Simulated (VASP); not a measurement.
Output of a VASP run:

**OSZICAR**
```
       N       E                     dE             d eps       ncg     rms          rms(c)
DAV:   1     0.444218603939E+02    0.44422E+02   -0.63095E+03   442   0.939E+02
DAV:   2    -0.406653057698E+02   -0.85087E+02   -0.81469E+02   565   0.168E+02
DAV:   3    -0.464315771570E+02   -0.57663E+01   -0.57274E+01   532   0.504E+01
DAV:   4    -0.464853736742E+02   -0.53797E-01   -0.53750E-01   512   0.559E+00
DAV:   5    -0.464859047936E+02   -0.53112E-03   -0.53109E-03   552   0.536E-01    0.696E+00
DAV:   6    -0.438127278286E+02    0.26732E+01   -0.34872E-01   452   0.566E+00    0.489E+00
DAV:   7    -0.413294226847E+02    0.24833E+01   -0.14034E+00   457   0.786E+00    0.181E+00
DAV:   8    -0.425763551862E+02   -0.12469E+01   -0.35540E-01   442   0.489E+00    0.588E-01
DAV:   9    -0.427964035568E+02   -0.22005E+00   -0.19754E-01   442   0.352E+00    0.310E-01
DAV:  10    -0.429175382298E+02   -0.12113E+00   -0.94776E-02   452   0.302E+00    0.118E-01
DAV:  11    -0.429204690310E+02   -0.29308E-02   -0.13032E-03   527   0.353E-01    0.709E-02
DAV:  12    -0.429218293810E+02   -0.13604E-02   -0.90826E-04   452   0.304E-01    0.213E-02
DAV:  13    -0.429219364124E+02   -0.10703E-03   -0.36969E-04   452   0.224E-01    0.151E-02
DAV:  14    -0.429221338247E+02   -0.19741E-03   -0.27182E-05   502   0.583E-02    0.113E-02
DAV:  15    -0.429222975516E+02   -0.16373E-03   -0.43732E-05   452   0.670E-02    0.620E-03
DAV:  16    -0.429223156496E+02   -0.18098E-04   -0.29922E-05   452   0.646E-02    0.215E-03
DAV:  17    -0.429223255910E+02   -0.99414E-05   -0.29182E-06   441   0.175E-02    0.102E-03
DAV:  18    -0.429223189530E+02    0.66379E-05   -0.10168E-06   326   0.113E-02    0.794E-04
DAV:  19    -0.429223208682E+02   -0.19151E-05   -0.28645E-07   276   0.558E-03    0.138E-04
DAV:  20    -0.429223202165E+02    0.65169E-06   -0.22027E-08   236   0.140E-03
   1 F= -.42922320E+02 E0= -.42922320E+02  d E =-.429223E+02
```

**OUTCAR**
```
------------------------ aborting loop because EDIFF is reached ----------------------------------------
  FORCE on cell =-STRESS in cart. coord.  units (eV):
  Direction    XX          YY          ZZ          XY          YZ          ZX
  --------------------------------------------------------------------------------------
  Total       -0.0216286     -0.0216286      0.0113896      0.0000000      0.0000000      0.0000000
  in kB       -0.3960819     -0.3960819      0.2085766      0.0000000      0.0000000      0.0000000
  external PRESSURE =      -0.1945291 kB  Pullay stress =       0.0000000 kB
  volume of cell :       87.49
      direct lattice vectors                 reciprocal lattice vectors
     2.250673368 -3.898280610  0.000000000     0.222155737 -0.128261675  0.000000000
     2.250673368  3.898280610  0.000000000     0.222155737  0.128261675  0.000000000
     0.000000000  0.000000000  4.985839782     0.000000000  0.000000000  0.200568017
 POSITION                                       TOTAL-FORCE (eV/Angst)
 -----------------------------------------------------------------------------------
      0.48963      0.84806      3.32389         0.000924      0.001601      0.000000
      3.52210      0.00000      0.00000        -0.001848     -0.000000      0.000000
      0.48963     -0.84806      1.66194         0.000924     -0.001601     -0.000000
 -----------------------------------------------------------------------------------
    total drift:                               -0.000200     -0.000447      0.000007
  FREE ENERGIE OF THE ION-ELECTRON SYSTEM (eV)
  ---------------------------------------------------
  free  energy   TOTEN  =       -42.9223202165 eV

  energy  without entropy=      -42.9223202165  energy(sigma->0) =      -42.92232022

 reached required accuracy - stopping structural energy minimisation
```
(Selected blocks of OUTCAR.)

File POSCAR:
```
Se
1
    2.2506733684    -3.8982806100    -0.0000000000
    2.2506733684     3.8982806100     0.0000000000
    0.0000000000    -0.0000000000     4.9858397816
Se
3
Direct
  0.0000000000   0.2175462911   0.6666670000
  0.7824537089   0.7824537089   0.0000000000
  0.2175462911   0.0000000000   0.3333330000
```

Task: Write an INCAR and KPOINTS that could have produced this output.

Result: One answer among several that fit: the input of the run itself, r2SCAN meta-GGA, plane waves, VASP's PBE PAW potentials (set 64).

**INCAR**
```
SYSTEM  =  Se
PREC  =  Accurate; ENCUT  =  400; LREAL  =  .False.
LASPH  =  .True.
EDIFF  =  1E-6; NELM  =  100; ALGO  =  Normal
LMAXMIX  =  4; LMIXTAU  =  .True.
ISMEAR  =  0; SIGMA  =  0.05
METAGGA  =  R2SCAN
IBRION  =  2; NSW  =  60; ISIF  =  3
EDIFFG  =  -0.02
LWAVE  =  .False.; LCHARG  =  .False.
```

**KPOINTS**
```
Automatic mesh
0
Gamma
5 5 4
0 0 0
```

POTCAR, in this order: Se (PBE.64 set). Program: vasp_std.

The compound is Se in the trig structure. It was relaxed first, which changed the volume by +7 %. The start is the result of an earlier pass.
